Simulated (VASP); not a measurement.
VASP input:

File KPOINTS:
```
Automatic
0
G
 6 6 6
0 0 0
```

File POSCAR:
```
RbBr
1.0
  0.0000000000   3.5132161279   3.5132161279
  3.5132161279   0.0000000000   3.5132161279
  3.5132161279   3.5132161279   0.0000000000
Rb Br
1 1
Cart
  0.0000000000   0.0000000000   0.0000000000
  3.5132161279   3.5132161279   3.5132161279
```

INCAR:
```
SYSTEM = RbBr
PREC = Accurate
ENCUT = 520
EDIFF = 1E-6
NELM = 100
ALGO = Normal
LREAL = .FALSE.
LASPH = .TRUE.
ISMEAR = 0
SIGMA = 0.05
GGA = PE
LMAXMIX = 4
LWAVE = .FALSE.
LCHARG = .TRUE.
```

POTCAR, in this order: Rb_sv Br (PBE.64 set). Program: vasp_std.

Task: Write an equivalent input for Ansatz.

Result: One equivalent input (not run):
Ansatz 0.2 input:
```yaml
crystal:
  lattice:
    - [0.0000000, 3.5132161, 3.5132161]
    - [3.5132161, 0.0000000, 3.5132161]
    - [3.5132161, 3.5132161, 0.0000000]
  atoms:
    - { symbol: Rb, position: [0.0000000, 0.0000000, 0.0000000] }
    - { symbol: Br, position: [0.5000000, 0.5000000, 0.5000000] }
kpoints:
  mp_grid: { grid: [6, 6, 6] }
hamiltonian:
  xc: pbe
  pseudopotentials: { kind: paw }
scf:
  occupations: { method: gaussian, width: 0.05 }
  max_iter: 100
output: { forces: true, stress: true, eigenvalues: true }
```
The two are equivalent in intent, not identical: each code has its own PAW files, so the cut-off isn't converted (ENCUT is set for VASP's; basis.ecutwfc is left out, and Ansatz then takes the one that its files recommend); Ansatz stops its SCF on the density residual and VASP on the energy change (EDIFF).

The compound is RbBr in the rock salt structure. It was relaxed first, which changed the volume by +6 %.
